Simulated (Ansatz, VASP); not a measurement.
# AlN in two plane-wave programs, part 2 of 2

One calculation is typed for both programs; each brings its own data sets. How far apart do they land? The structure shown is the end of the Ansatz relaxation below.

VASP 6.6.1 and Ansatz 0.2.0.

So far. Step 3 (VASP: single point, PBE, pair 1): The run ends at a pressure of 2.63 GPa, with forces up to 7.1e-4 eV/Å.

### Step 4. Differences

Known differences besides the potentials themselves: fixed occupations in Ansatz, narrow Gaussian smearing in VASP; the cutoff is 420 eV in Ansatz and 600 eV in VASP; Ansatz's pressure holds a Pulay correction, VASP's none. Total energies have different zeros and are not compared.

Both answers:

| quantity | Ansatz | VASP | difference |
| --- | --- | --- | --- |
| pressure (GPa) | 3.00 | 2.63 | +0.37 |
| gap on the k mesh (eV) | 4.160 | 4.170 | -0.010 |

A gap on the mesh is an upper bound, since the band edges may lie between its points.

### Step 5. Ansatz: relaxation, PBE

This run makes the geometry at which the two programs are then compared. The cell compared in this pair holds 43.22 Å³, against 41.94 Å³ for the pair before.

The structure compared here is the end of the Ansatz relaxation.

input.yaml reads:

```yaml
crystal:
  lattice:
    - [3.1458108881, 0.0, 0.0]
    - [-1.5729054441, 2.7243521446, 0.0]
    - [0.0, 0.0, 5.0429423619]
  atoms:
    - { symbol: Al, position: [0.3333333333, 0.6666666667, -0.0007695063] }
    - { symbol: Al, position: [0.6666666667, 0.3333333333, 0.4992304937] }
    - { symbol: "N", position: [0.3333333333, 0.6666666667, 0.3807695063] }
    - { symbol: "N", position: [0.6666666667, 0.3333333333, 0.8807695063] }
kpoints:
  mp_grid: { grid: [9, 9, 4] }
hamiltonian:
  xc: pbe
scf:
  occupations: { method: fixed }
output:
  forces: true
  stress: true
  eigenvalues: true
relax:
  adjacent_minimum: "off"
  f_tol: 0.001
  max_steps: 60
  cell: { stress_tol: 0.01, fix: [volume] }
```

The run is started by

```sh
ansatz run input.yaml --threads 4 --pin off --max-ram 7168MiB --backend cpu --events-out ev --progress --plain --runs-dir out
```

Numbers of over 12 decimals in the logs are rounded to 6 here.

The program printed:

```text
[...]
Crystal: 4 atoms, lattice volume = 43.220 Å³
Basis set: ecut = 420 eV, 845 PW (Γ), exchange–correlation on 48×48×72 points (8 copies of the dense FFT grid, shifted against one another)
Bands: 12, of which v1, the nominal top of the filled ones, is band 8 counted from 1 (7 counted from 0)
Symmetry: 12 space group operations
[...]
k-points: 36 of 324 (time reversal used)
[...]
--- Relaxed structure (4 steps of the walk, 4 accepted, 1 SCFs on fresh bases) ---
[...]
cell:  # Å, volume = 43.2195 Å³
    - [3.144916, 2.885923629755598e-11, 0]
    - [-1.572458, 2.723577, 0]
    - [0, 0, 5.045812]
  atoms:
    - { symbol: Al, position: [0.333333, 0.666667, -0.000653428] }
    - { symbol: Al, position: [0.666667, 0.333333, 0.499347] }
    - { symbol: N, position: [0.333333, 0.666667, 0.380653] }
    - { symbol: N, position: [0.666667, 0.333333, 0.880653] }
[key lines of the parts left out:]
SCF converged after 5 iterations
Free energy (F): -1848.502273 eV
Fermi energy:    6.782369 eV
P = ⅓ Tr σ = -2.7854 GPa (-27.854 kbar)
```

### Step 6. VASP: single point, PBE, pair 2

The same cell, functional and mesh now go to VASP, with its own data sets.

INCAR reads:

```
SYSTEM = AlN
PREC = Accurate
ENCUT = 600
EDIFF = 1E-06
NELM = 120
ISMEAR = 0
SIGMA = 0.01
LREAL = .FALSE.
ALGO = Normal
GGA = PE
NBANDS = 14
LORBIT = 11
LWAVE = .FALSE.
LCHARG = .FALSE.
ISIF = 2
LASPH = .TRUE.
GGA_COMPAT = .FALSE.
EFERMI = MIDGAP
```

POSCAR reads:

```
AlN
1.0
    3.1449161519      0.0000000000      0.0000000000
   -1.5724580760      2.7235772803      0.0000000000
    0.0000000000      0.0000000000      5.0458122285
Al N
2 2
Direct
    0.3333333333      0.6666666667      0.9993465724
    0.6666666667      0.3333333333      0.4993465724
    0.3333333333      0.6666666667      0.3806534276
    0.6666666667      0.3333333333      0.8806534276
```

KPOINTS reads:

```
Automatic mesh
0
Gamma
9 9 4
0 0 0
```

Potentials, in the order of the species: Al and N (PBE family, release 64).

The run is started by

```sh
mpirun -np 1 vasp_std
```

The program printed:

```text
[... set-up lines as in an earlier step ...]
 entering main loop
       N       E                     dE             d eps       ncg     rms          rms(c)
DAV:   1     0.541973015064E+02    0.54197E+02   -0.81183E+03  1008   0.115E+03
DAV:   2    -0.298534558778E+02   -0.84051E+02   -0.76958E+02  1424   0.226E+02
DAV:   3    -0.343649119432E+02   -0.45115E+01   -0.44875E+01  1398   0.531E+01
DAV:   4    -0.344001133897E+02   -0.35201E-01   -0.35197E-01  1104   0.540E+00
[...]
DAV:  11    -0.297771578077E+02    0.14647E-03   -0.37705E-04  1260   0.154E-01    0.368E-02
DAV:  12    -0.297771610942E+02   -0.32866E-05   -0.17402E-05  1224   0.378E-02    0.928E-03
DAV:  13    -0.297771608834E+02    0.21087E-06   -0.96680E-06  1278   0.252E-02
   1 F= -.29777161E+02 E0= -.29777161E+02  d E =0.000000E+00
```

Parts of OUTCAR (step 6):

```text
  Total       -0.8582029     -0.8582029     -0.8416901      0.0000000     -0.0000000      0.0000000
  in kB      -31.8141781    -31.8141781    -31.2020367      0.0000000     -0.0000000      0.0000000
  external PRESSURE =     -31.6101309 kB  Pullay stress =       0.0000000 kB

 POSITION                                       TOTAL-FORCE (eV/Angst)
 -----------------------------------------------------------------------------------
     -0.00000      1.81572      5.04252         0.000000      0.000000      0.000734
      1.57246      0.90786      2.51961         0.000000      0.000000      0.000734
     -0.00000      1.81572      1.92071         0.000000     -0.000000     -0.000734
      1.57246      0.90786      4.44361        -0.000000      0.000000     -0.000734
 -----------------------------------------------------------------------------------
    total drift:                               -0.000000      0.000000      0.000213

  FREE ENERGIE OF THE ION-ELECTRON SYSTEM (eV)
  ---------------------------------------------------
  free  energy   TOTEN  =       -29.7771608834 eV

  energy  without entropy=      -29.7771608834  energy(sigma->0) =      -29.77716088

[... 1 part as in an earlier step ...]

[... 2 further parts left out ...]
[key lines of the parts left out:]
E-fermi :   7.7774
```

The run ends at a pressure of -3.16 GPa, with forces up to 7.3e-4 eV/Å.

### Step 7. Differences

The two programs side by side:

| quantity | Ansatz | VASP | difference |
| --- | --- | --- | --- |
| pressure (GPa) | -2.79 | -3.16 | +0.38 |
| gap on the k mesh (eV) | 3.910 | 3.919 | -0.009 |

A gap on the mesh is an upper bound, since the band edges may lie between its points.

### Step 8. Summary of results

| Item | Value |
| --- | --- |
| difference in gap on the k mesh (single point, PBE, pair 1) | -0.010 eV |
| difference in gap on the k mesh (single point, PBE, pair 2) | -0.0090 eV |

**Reading.** The difference in gap on the k mesh is -0.010 eV (single point, PBE, pair 1), within the 0.08 eV picked in this series as the mark of a large difference. Such differences can come from data sets, numerical settings and the points named under the comparisons, not from the functional's error against experiment.

[Lines on the potential files, build, host, timing and source positions are cut from VASP's logs without a mark.]

[Logs are printed without paths, hosts, clocks, repeated set-up lines and the standing remarks that a program may print on its own settings, such as how far it seeks lower states.]

[Hosts, paths, dates, database ids (printed as entryN), source tags and the programs' standing remarks are cut or masked in the printed files.]
